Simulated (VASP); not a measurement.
ScAl3N4:

```
Sc Al N
1.0
     0.00000    0.00000   -5.17892
     3.23670    5.60612    0.00000
     3.23670   -5.60612    0.00000
Sc Al N
2 6 8
Direct
  0.00000 0.16667 0.33333
  0.50000 0.33333 0.66667
  0.00000 0.16667 0.83333
  0.00000 0.66667 0.33333
  0.00000 0.66667 0.83333
  0.50000 0.33333 0.16667
  0.50000 0.83333 0.66667
  0.50000 0.83333 0.16667
  0.62000 0.16667 0.33333
  0.62000 0.16667 0.83333
  0.62000 0.66667 0.33333
  0.62000 0.66667 0.83333
  0.12000 0.33333 0.66667
  0.12000 0.33333 0.16667
  0.12000 0.83333 0.66667
  0.12000 0.83333 0.16667
```

The cell was built by a generator and needn't be a form met in nature.

```yaml
Program: VASP 6.6.1
Task: relaxation of cell and atoms
Functional: PBE
Potentials_or_basis: VASP PAW PBE potentials, release 64 (Sc_sv, Al, N)
Cutoff: 600 eV
k_mesh: 6 × 6 × 6
Occupations: gaussian, width 0.03 eV
Spin: no spin polarisation
```

At the start: pressure 0.0 GPa; volume 11.75 Å³/atom.

Where does the relaxation end?

Over 16 steps the energy falls by 89.9 meV/atom and the volume is 11.51 Å³/atom (-2.0 %); space group Cmc2_1 (No. 36, to 0.05 Å).

Step by step:
```tsv
step	energy change (eV)	largest force (eV/Å)	pressure (GPa)	volume (Å³)
1	0.0000	3.5134	0.01	187.95
2	-1.2485	0.8972	-2.89	187.96
3	-1.2640	0.8614	-2.78	187.96
4	-1.3860	0.4197	2.02	182.57
5	-1.3914	0.4408	1.14	183.48
6	-1.4209	0.1832	-0.24	184.72
7	-1.4224	0.2256	-0.63	185.08
8	-1.4347	0.1261	-0.12	184.40
9	-1.4352	0.1641	0.01	184.24
10	-1.4373	0.0492	0.08	184.11
11	-1.4373	0.0509	0.07	184.11
12	-1.4378	0.0239	-0.06	184.23
13	-1.4378	0.0252	-0.06	184.24
14	-1.4380	0.0158	0.00	184.18
15	-1.4380	0.0169	0.03	184.15
16	-1.4381	0.0090	-0.01	184.20
```

Final structure:
```
Sc Al N
1.0
     0.00000    0.00000   -5.05070
     3.25443    5.63683    0.00000
     3.22514   -5.61992    0.00000
Sc Al N
2 6 8
Direct
  0.01011 0.16115 0.32230
  0.51011 0.33885 0.67770
  0.00151 0.16431 0.83524
  0.00546 0.66513 0.33027
  0.00151 0.67093 0.83524
  0.50151 0.33569 0.16476
  0.50546 0.83487 0.66973
  0.50151 0.82907 0.16476
  0.58734 0.15859 0.31718
  0.62599 0.15432 0.84543
  0.62209 0.66746 0.33493
  0.62599 0.69111 0.84543
  0.08734 0.34141 0.68282
  0.12599 0.34568 0.15457
  0.12209 0.83254 0.66507
  0.12599 0.80889 0.15457
```
